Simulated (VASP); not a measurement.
Here is the system:

```
CELL_PARAMETERS angstrom
      1.25103    -2.16686     0.00000
      1.25103     2.16686     0.00000
      0.00000     0.00000     6.45515
ATOMIC_POSITIONS crystal
  B  0.33333 0.66667 0.25000
  B  0.66667 0.33333 0.75000
  N  0.66667 0.33333 0.25000
  N  0.33333 0.66667 0.75000
```

Method: r2SCAN+rVV10, VASP's PBE PAW potentials (set 64) (plane waves; VASP 6.6.1). Settings: 520 eV cut-off, 9×9×3 Γ-centred mesh, Gaussian smearing of 0.050 eV, potentials B N.

### Question
Predict the energy per atom (σ→0).

### Answer

- energy per atom (σ→0) = -9.561 eV/atom

The absolute energy has meaning only against runs of the same code, potentials and settings.

The compound is BN in the hex structure. It was relaxed first. The start is the result of an earlier pass.
